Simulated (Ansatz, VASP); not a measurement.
# As3O: VASP beside Ansatz

```
As O
1.0
     5.28573    0.00000    0.00000
    -2.64286    4.57757    0.00000
     0.00000    0.00000    5.19189
As O
6 2
Cartesian
  1.9705 0.0000 1.2980
  0.9852 1.7065 3.8939
  -0.9852 1.7065 1.2980
  3.3152 0.0000 3.8939
  1.6576 2.8711 1.2980
  -1.6576 2.8711 3.8939
  0.0000 0.0000 0.0000
  0.0000 0.0000 2.5959
```

Change from the starting cell: species swapped into the Cs3O type (P6_3/mcm, No. 193).

Alike in both runs: functional PBE; k mesh 3 × 3 × 4; occupations gaussian, width 0.1 eV; no spin polarisation.

Ansatz relaxed the structure, and its values are those at the end. VASP's run is a single point on that final structure, the one shown.

```csv
,VASP,Ansatz
version,VASP 6.6.1,Ansatz 0.2.0
potentials or method,"VASP PAW PBE potentials, release 64 (As, O)","scalar-relativistic, plane waves, PAW"
plane-wave cutoff (eV),520,420
valence electrons in the cell,42,102
```

Ansatz gave:

- gap on the k mesh at the Fermi level (eV): none
- pressure (GPa): -0.1
- rms of the force components (eV/Å): 0.001

Q: Estimate VASP's values.

A: gap on the k mesh at the Fermi level (eV): none; pressure (GPa): -0.2; rms of the force components (eV/Å): 0.005.

A gap of «none» marks a metal or a gap that the smearing closes. With one functional, cell and mesh, what is left measures potentials, basis and numerics. The two sets of potentials don't hold the same shells in valence.

Caveats: the k mesh is coarse (spacing up to 0.46 Å⁻¹), so the values aren't converged.
